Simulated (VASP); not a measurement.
TaIn4H: single point with PBE

The system is TaIn4H.

```
Ta In H
1.0
     3.90501    0.00000    0.00000
     0.00000    3.90501    0.00000
     0.00000    0.00000    6.71783
Ta In H
1 4 1
Direct
  0.50000 0.50000 0.50000
  0.50000 0.50000 0.78163
  0.50000 0.50000 0.21837
  0.50000 0.00000 0.50000
  0.00000 0.50000 0.50000
  0.00000 0.00000 0.00000
```

The cell was built by a generator and needn't be a form met in nature.

```json
{
  "Program": "VASP 6.6.1",
  "Task": "single point",
  "Functional": "PBE",
  "Potentials or basis": "VASP PAW PBE potentials, release 64 (Ta_pv, In_d, H)",
  "Cutoff": "520 eV",
  "k mesh": "7 × 7 × 4",
  "Occupations": "fermi-dirac, width 0.05 eV",
  "Spin": "no spin polarisation"
}
```

```yaml
Pressure: 188.2 GPa
Largest_force: 33.793 eV/Å
Band_gap_on_the_k_mesh: none (metal or under the smearing width)
```

Forces on the atoms (eV/Å):
```
Ta    0.000   0.000   0.000
In    0.000   0.000  33.793
In    0.000   0.000 -33.793
In    0.000   0.000   0.000
In    0.000   0.000   0.000
H     0.000   0.000   0.000
```

Stress tensor (GPa, compression positive):
```
182.44   0.00   0.00
  0.00 182.44   0.00
  0.00   0.00 199.72
```

Levels at points of the mesh, in eV from the Fermi level:
| k point | band 28 | band 29 | band 30 | band 31 | band 32 | band 33 | band 34 | band 35 | band 36 | band 37 |
| --- | --- | --- | --- | --- | --- | --- | --- | --- | --- | --- |
| (0.00, 0.00, 0.00) | -1.61 | -0.34 | -0.34 | -0.31 | -0.31 | 1.29 | 1.88 | 3.61 | 3.61 | 4.60 |
| (0.00, 0.00, 0.50) | -1.86 | -0.68 | -0.68 | -0.11 | -0.11 | 0.99 | 1.88 | 3.41 | 3.64 | 5.60 |

Run time: 2.8 min on 1 thread of Intel(R) Xeon(R) Platinum 8488C (Sapphire Rapids), with other jobs on the host, peak memory 0.26 GiB.

Caveat: a pressure of tens of GPa on the cell as given is suspect, and the run, the potentials or the cell itself is likely at fault; forces of over 1 eV/Å show positions far from the minimum, so gaps and moduli don't describe the material at rest. The run has no spin-orbit coupling, so splittings on Ta are missing.
